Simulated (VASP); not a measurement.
# Ni3Se (P6_3/mmc) in VASP: reference runs

How does Ni3Se come out in PBE? The cell is run as given and disturbed.

Program: VASP 6.6.1. These are calculated values, not measurements. Logs are shortened: lines on timing, memory, paths and dates and some standing lists are left out, and cuts for length are marked.

## (1) The crystal as given

It takes space group P6_3/mmc (No. 194, hexagonal). The conventional cell has a = 5.153 Å, b = 5.153 Å, c = 4.183 Å, α = 90.00°, β = 90.00°, γ = 120.00°. Around Se (site symmetry -6m2) lie 12 Ni at 2.58 Å. Ni (site symmetry mm2) has 8 Ni at 2.54 to 2.62 Å and 4 Se at 2.58 Å as nearest neighbours.

The cell comes from a database or a generator and needn't be the stable form of this composition.

## (2) Single point, PBE, collinear spin, ferromagnetic start

File INCAR:

```
SYSTEM = Ni3Se
PREC     = Accurate       ! precision mode
ENCUT    = 520            ! plane-wave cutoff, eV
EDIFF    = 1E-7           ! SCF threshold, eV
ISMEAR   = -1             ! smearing method
SIGMA    = 0.05           ! smearing width, eV
LREAL    = .FALSE.        ! projectors in reciprocal space
LASPH    = .TRUE.         ! aspherical terms in the spheres
NELM     = 100            ! most SCF steps
ALGO     = Normal         ! electronic algorithm
ISIF     = 2              ! what is computed and relaxed
LWAVE    = .FALSE.        ! write WAVECAR
LCHARG   = .TRUE.         ! write CHGCAR
ISPIN    = 2              ! spin polarisation
MAGMOM   = 0 0 1 1 1 1 1 1 ! initial moments
LORBIT   = 11             ! projections on sites
LMAXMIX  = 4              ! l up to which the mixer works
GGA      = PE             ! functional
LELF     = .TRUE.         ! ELF
LVHAR    = .TRUE.       
NBANDS   = 50             ! bands
```

File KPOINTS:

```
regular mesh
0
G
  6 6 7
  0 0 0
```

File POSCAR:

```
Ni3Se
1.0
    5.1525541479      0.0000000000      0.0000000000
   -2.5762770740      4.4622427865      0.0000000000
    0.0000000000      0.0000000000      4.1834370000
Se Ni
2 6
Direct
    0.3333333333      0.6666666667      0.7500000000
    0.6666666667      0.3333333333      0.2500000000
    0.1640955050      0.3281910100      0.2500000000
    0.1640955050      0.8359044950      0.2500000000
    0.6718089900      0.8359044950      0.2500000000
    0.8359044950      0.6718089900      0.7500000000
    0.8359044950      0.1640955050      0.7500000000
    0.3281910100      0.1640955050      0.7500000000
```

Potentials or basis: VASP PAW PBE potentials, release 64 (Se, Ni).

Command:

```sh
$ cat potpaw_PBE.64/Se/POTCAR potpaw_PBE.64/Ni/POTCAR > POTCAR
$ mpirun -np 1 vasp_std > vasp.out
```

OUTCAR:

```text
SYSTEM = Ni3Se
   PREC = Accurate
   ENCUT = 520
   EDIFF = 1E-7
   ISMEAR = -1
   LREAL = .FALSE.
   LASPH = .TRUE.
   NELM = 100
   ISIF = 2
   ISPIN = 2
   LORBIT = 11
   GGA = PE

 ion  position               nearest neighbor table
   1  0.333  0.667  0.750-   6 2.58   8 2.58   7 2.58   7 2.58   6 2.58   8 2.58   4 2.58   4 2.58
                             5 2.58   5 2.58   3 2.58   3 2.58
   2  0.667  0.333  0.250-   3 2.58   5 2.58   4 2.58   4 2.58   3 2.58   5 2.58   7 2.58   7 2.58
                             8 2.58   8 2.58   6 2.58   6 2.58
   3  0.164  0.328  0.250-   5 2.54   4 2.54   7 2.55   7 2.55   8 2.55   8 2.55   2 2.58   2 2.58
                             1 2.58   1 2.58   5 2.62   4 2.62
   4  0.164  0.836  0.250-   5 2.54   3 2.54   6 2.55   6 2.55   8 2.55   8 2.55   2 2.58   2 2.58
                             1 2.58   1 2.58   5 2.62   3 2.62
   5  0.672  0.836  0.250-   4 2.54   3 2.54   6 2.55   6 2.55   7 2.55   7 2.55   2 2.58   2 2.58
                             1 2.58   1 2.58   4 2.62   3 2.62
   6  0.836  0.672  0.750-   8 2.54   7 2.54   4 2.55   4 2.55   5 2.55   5 2.55   1 2.58   1 2.58
                             2 2.58   2 2.58   8 2.62   7 2.62
   7  0.836  0.164  0.750-   8 2.54   6 2.54   3 2.55   3 2.55   5 2.55   5 2.55   1 2.58   1 2.58
                             2 2.58   2 2.58   8 2.62   6 2.62
   8  0.328  0.164  0.750-   7 2.54   6 2.54   3 2.55   3 2.55   4 2.55   4 2.55   1 2.58   1 2.58
                             2 2.58   2 2.58   7 2.62   6 2.62

  LATTYP: Found a hexagonal cell.
 ALAT       =     5.1525541479
 C/A-ratio  =     0.8119151939

  Lattice vectors:

 A1 = (   5.1525541479,   0.0000000000,   0.0000000000)
 A2 = (  -2.5762770740,   4.4622427865,   0.0000000000)
 A3 = (   0.0000000000,   0.0000000000,   4.1834370000)

Analysis of symmetry for initial positions (statically):
=====================================================================
 Subroutine PRICEL returns:
 Original cell was already a primitive cell.

 Routine SETGRP: Setting up the symmetry group for a
 hexagonal supercell.

 Subroutine GETGRP returns: Found 24 space group operations
 (whereof 12 operations were pure point group operations)
 out of a pool of 24 trial point group operations.

The static configuration has the point symmetry D_3d.
 The point group associated with its full space group is D_6h.

Analysis of symmetry for dynamics (positions and initial velocities):
=====================================================================
 Subroutine PRICEL returns:
 Original cell was already a primitive cell.

 Routine SETGRP: Setting up the symmetry group for a
 hexagonal supercell.

 Subroutine GETGRP returns: Found 24 space group operations
 (whereof 12 operations were pure point group operations)
 out of a pool of 24 trial point group operations.

The dynamic configuration has the point symmetry D_3d.
 The point group associated with its full space group is D_6h.

Analysis of structural, dynamic, and magnetic symmetry:
=====================================================================
 Subroutine PRICEL returns:
 Original cell was already a primitive cell.

 Routine SETGRP: Setting up the symmetry group for a
 hexagonal supercell.

 Subroutine GETGRP returns: Found 24 space group operations
 (whereof 12 operations were pure point group operations)
 out of a pool of 24 trial point group operations.

The overall configuration has the point symmetry D_3d.
 The point group associated with its full space group is D_6h.

 Subroutine INISYM returns: Found 24 space group operations
 (whereof 12 operations are pure point group operations),
 and found     1 'primitive' translations

----------------------------------------------------------------------------------------

                                     Primitive cell

  volume of cell :      96.1854

  direct lattice vectors                    reciprocal lattice vectors
     5.152554148  0.000000000  0.000000000     0.194078504  0.112051276  0.000000000
    -2.576277074  4.462242787  0.000000000     0.000000000  0.224102553  0.000000000
     0.000000000  0.000000000  4.183437000     0.000000000  0.000000000  0.239037901

  length of vectors
     5.152554148  5.152554148  4.183437000     0.224102553  0.224102553  0.239037901

  position of ions in fractional coordinates (direct lattice)
     0.333333333  0.666666667  0.750000000
     0.666666667  0.333333333  0.250000000
     0.164095505  0.328191010  0.250000000
     0.164095505  0.835904495  0.250000000
     0.671808990  0.835904495  0.250000000
     0.835904495  0.671808990  0.750000000
     0.835904495  0.164095505  0.750000000
     0.328191010  0.164095505  0.750000000

  ion indices of the primitive-cell ions
   primitive index   ion index
                 1           1
                 2           2
                 3           3
[... 29 lines left out ...]

 Found     28 irreducible k-points:

 Following reciprocal coordinates:
            Coordinates               Weight
  0.000000  0.000000  0.000000      1.000000
  0.166667  0.000000  0.000000      6.000000
  0.333333  0.000000  0.000000      6.000000
  0.500000  0.000000  0.000000      3.000000
  0.166667  0.166667  0.000000      6.000000
  0.333333  0.166667  0.000000     12.000000
[... 16 lines left out ...]
  0.166667  0.000000  0.428571     12.000000
  0.333333  0.000000  0.428571     12.000000
 [... further k-points ...]
   k-points           NKPTS =     28   k-points in BZ     NKDIM =     28   number of bands    NBANDS=     50
   number of dos      NEDOS =    301   number of ions     NIONS =      8
   total plane-waves  NPLWV =  51200
   dimension x,y,z NGX =    40 NGY =   40 NGZ =   32
   dimension x,y,z NGXF=    80 NGYF=   80 NGZF=   64
   ions per type =               2   6
   NGX,Y,Z   is equivalent  to a cutoff of  12.91, 12.91, 12.72 a.u.
   NGXF,Y,Z  is equivalent  to a cutoff of  25.81, 25.81, 25.43 a.u.
 SYSTEM =  Ni3Se
   PREC   = accura    normal or accurate (medium, high low for compatibility)
   ISTART =      0    job   : 0-new  1-cont  2-samecut
   ICHARG =      2    charge: 1-file 2-atom 10-const
   ISPIN  =      2    spin polarized calculation?
   LNONCOLLINEAR =      F non collinear calculations
   LSORBIT =      F    spin-orbit coupling
   LASPH  =      T    aspherical Exc in radial PAW
   ENCUT  =  520.0 eV  38.22 Ry    6.18 a.u.   9.58  9.58  7.78*2*pi/ulx,y,z
   NELM   =    100;   NELMIN=  2; NELMDL= -5     # of ELM steps
   EDIFF  = 0.1E-06   stopping-criterion for ELM
   LREAL  =      F    real-space projection
   EDIFFG = 0.1E-05   stopping-criterion for IOM
   NSW    =      0    number of steps for IOM
   IBRION =     -1    ionic relax: 0-MD 1-quasi-New 2-CG
   NFREE  =      0    steps in history (QN), initial steepest desc. (CG)
   ISIF   =      2    stress and relaxation
   ISYM   =      2    0-nonsym 1-usesym 2-fastsym
   POTIM  = 0.5000    time-step for ionic-motion
   TEBEG  =    0.0;   TEEND  =   0.0 temperature during run
   PSTRESS=    0.0 pullay stress
   NELECT =      72.0000    total number of electrons
   NUPDOWN=      -1.0000    fix difference up-down
   EMIN   =  10.00;   EMAX   =-10.00  energy-range for DOS
   EFERMI =   0.00;   METHOD = LEGACY
   ISMEAR =    -1;   SIGMA  =   0.05  broadening in eV -4-tet -1-fermi 0-gaus
   EFERMI_NEDOS =   21; number of points for ismear=-14 and -15
   IALGO  =     38    algorithm
   IMIX   =      4    mixing-type and parameters
     AMIX     =   0.40;   BMIX     =  1.00
     AMIX_MAG =   1.60;   BMIX_MAG =  1.00
  volume/ion in A,a.u.               =      12.02        81.14
  Fermi-wavevector in a.u.,A,eV,Ry     =   1.486447  2.808977 30.062395  2.209524
  Thomas-Fermi vector in A             =   2.599732
   LORBIT       =     11    0 simple, 1 ext, 2 COOP (PROOUT), +10 PAW based schemes
   GGA     = PE    functional components
   LHFCALC =     F    Hartree Fock is set to
   AEXX    =    0.0000 exact exchange contribution
   IVDW    =     0    specifies the selected vdW correction
   LEPSILON=     F    determine dielectric tensor
   LRPA    =     F    only Hartree local field effects (RPA)
 spin polarized calculation
  energy-cutoff  :      520.00
  volume of cell :       96.19
 maximum number of plane-waves:      2643
 NGX is ok and might be reduce to    40
   NGX = 19   NGY = 19   NGZ = 15

 number of electron      71.9999993 magnetization       1.2906854

 Free energy of the ion-electron system (eV)
  ---------------------------------------------------
  ext. energy  EPLUGINS =         0.00000000
  ---------------------------------------------------
  free energy    TOTEN  =       -39.08464001 eV

  energy without entropy =      -38.99091062  energy(sigma->0) =      -39.03777531

 E-fermi :   9.7082     XC(G=0): -12.7900

 val. band max:        9.6950227633   @ k =   0.0000   0.0000   0.1429
 cond. band min:       9.7112290614   @ k =   0.3333   0.0000   0.2857
 fundamental gap:      0.0162062980
 Fermi energy:         9.7082316908

 spin component 1

 k-point     1 :       0.0000    0.0000    0.0000
  band No.  band energies     occupation
      1      -6.4029      1.00000
      2      -4.7260      1.00000
      3       3.0681      1.00000
      4       3.0681      1.00000
      5       3.4137      1.00000
      6       4.1165      1.00000
[... 1213 lines left out ...]
     47      16.6382      0.00000
     48      17.4595      0.00000

 [... further k-points ...]

 spin component 2

 k-point     1 :       0.0000    0.0000    0.0000
  band No.  band energies     occupation
      1      -6.3835      1.00000
      2      -4.6978      1.00000
      3       3.0901      1.00000
      4       3.0901      1.00000
      5       3.4355      1.00000
      6       4.1692      1.00000
[... 1213 lines left out ...]
     47      16.6861      0.00000
     48      17.5142      0.00000

 [... further k-points ...]

 [bands above 48 left out]

------------------------ aborting loop because EDIFF is reached ----------------------------------------

  FORCE on cell =-STRESS in cart. coord.  units (eV):
  Direction    XX          YY          ZZ          XY          YZ          ZX
  --------------------------------------------------------------------------------------
  -------------------------------------------------------------------------------------
  Total        1.3883082      1.3883082      1.5175478     -0.0000000     -0.0000000      0.0000000
  in kB       23.1253058     23.1253058     25.2780729     -0.0000000     -0.0000000      0.0000000
  external PRESSURE =      23.8428948 kB  Pullay stress =       0.0000000 kB

 VOLUME and BASIS-vectors are now :
 -----------------------------------------------------------------------------
  energy-cutoff  :      520.00
  volume of cell :       96.19
      direct lattice vectors                 reciprocal lattice vectors
     5.152554148  0.000000000  0.000000000     0.194078504  0.112051276  0.000000000
    -2.576277074  4.462242787  0.000000000     0.000000000  0.224102553  0.000000000
     0.000000000  0.000000000  4.183437000     0.000000000  0.000000000  0.239037901

 POSITION                                       TOTAL-FORCE (eV/Angst)
 -----------------------------------------------------------------------------------
     -0.00000      2.97483      3.13758        -0.000000      0.000000      0.000000
      2.57628      1.48741      1.04586        -0.000000     -0.000000      0.000000
     -0.00000      1.46447      1.04586         0.000000     -0.046300     -0.000000
     -1.30801      3.73001      1.04586        -0.040097      0.023150      0.000000
      1.30801      3.73001      1.04586         0.040097      0.023150      0.000000
      2.57628      2.99777      3.13758        -0.000000      0.046300      0.000000
      3.88429      0.73223      3.13758         0.040097     -0.023150     -0.000000
      1.26827      0.73223      3.13758        -0.040097     -0.023150     -0.000000
 -----------------------------------------------------------------------------------
    total drift:                               -0.000000      0.000000      0.000000

  FREE ENERGIE OF THE ION-ELECTRON SYSTEM (eV)
  ---------------------------------------------------
  free  energy   TOTEN  =       -39.0846400074 eV

  energy  without entropy=      -38.9909106218  energy(sigma->0) =      -39.03777531

 total charge

# of ion       s       p       d       tot
------------------------------------------
    1        1.472   2.154   0.151   3.778
    2        1.472   2.154   0.151   3.778
    3        0.416   0.420   8.463   9.299
    4        0.416   0.420   8.463   9.299
    5        0.416   0.420   8.463   9.299
    6        0.416   0.420   8.463   9.299
    7        0.416   0.420   8.463   9.299
    8        0.416   0.420   8.463   9.299
--------------------------------------------------
tot          5.438   6.830  51.083  63.351

 magnetization (x)

# of ion       s       p       d       tot
------------------------------------------
    1        0.002   0.025  -0.003   0.024
    2        0.002   0.025  -0.003   0.024
    3       -0.002  -0.003   0.215   0.211
    4       -0.002  -0.003   0.215   0.211
    5       -0.002  -0.003   0.215   0.211
    6       -0.002  -0.003   0.215   0.211
    7       -0.002  -0.003   0.215   0.211
    8       -0.002  -0.003   0.215   0.211
--------------------------------------------------
tot         -0.009   0.033   1.287   1.311
```

It took 10 min on 1 thread of Intel Xeon Platinum 8488C (Sapphire Rapids), shared host; peak memory 0.37 GiB.

What came out:

- Free energy: -39.0846 eV
- Pressure: 2.4 GPa
- Largest force: 0.046 eV/Å
- Band gap on the k mesh: none (metal or under the smearing width)
- Net moment: 1.29 μB per cell
- Site moments: Se +0.02; Ni +0.21 μB
- Valence electrons inside the program's atomic spheres: Se 3.78; Ni 9.30

Forces in eV/Å, atoms in the order of the input:
```
Se   0.000  0.000  0.000
Se   0.000  0.000  0.000
Ni   0.000 -0.046  0.000
Ni  -0.040  0.023  0.000
Ni   0.040  0.023  0.000
Ni   0.000  0.046  0.000
Ni   0.040 -0.023  0.000
Ni  -0.040 -0.023  0.000
```

Stress tensor (GPa, compression positive):
```
2.31 0.00 0.00
0.00 2.31 0.00
0.00 0.00 2.53
```

With open d or f shells a metallic result of PBE can be an artefact of self-interaction; +U or a hybrid may open a gap.

[end of part 1 of 2]
